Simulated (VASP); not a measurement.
B17AuN18 (a cell with a defect), 36 atoms in the cell. The cell holds a defect, 36 atoms: a = 7.495 Å, b = 7.495 Å, c = 6.636 Å, α = 90.00°, β = 90.00°, γ = 120.00°. 

| Quantity | Value |
| --- | --- |
| Program | VASP 6.6.1 |
| Task | single point |
| Functional | PBE |
| Potentials or basis | VASP PAW PBE potentials, release 64 (Au, B, N) |
| Cutoff | 520 eV |
| k mesh | 3 × 3 × 3 |
| Occupations | fermi-dirac, width 0.01 eV |
| Spin | no spin polarisation |
| Dipole correction | no |
| Further INCAR settings | LREAL = Auto; ALGO = Fast; EDIFF = 1e-06; NBANDS = 100 |

Potentials or basis: VASP PAW PBE potentials, release 64 (Au, B, N).

Command:

```sh
$ cat potpaw_PBE.64/Au/POTCAR potpaw_PBE.64/B/POTCAR potpaw_PBE.64/N/POTCAR > POTCAR
$ mpirun -np 1 vasp_std > vasp.out
```

Hardware: 1 thread of Intel(R) Xeon(R) Platinum 8488C (Sapphire Rapids) (shared host).

**Question.** Estimate the wall time of this run.

**Answer.** It took 5.9 min on 1 thread of Intel(R) Xeon(R) Platinum 8488C (Sapphire Rapids) (shared host), peak memory 0.46 GiB. Counts: scf iterations 19, k points 6.
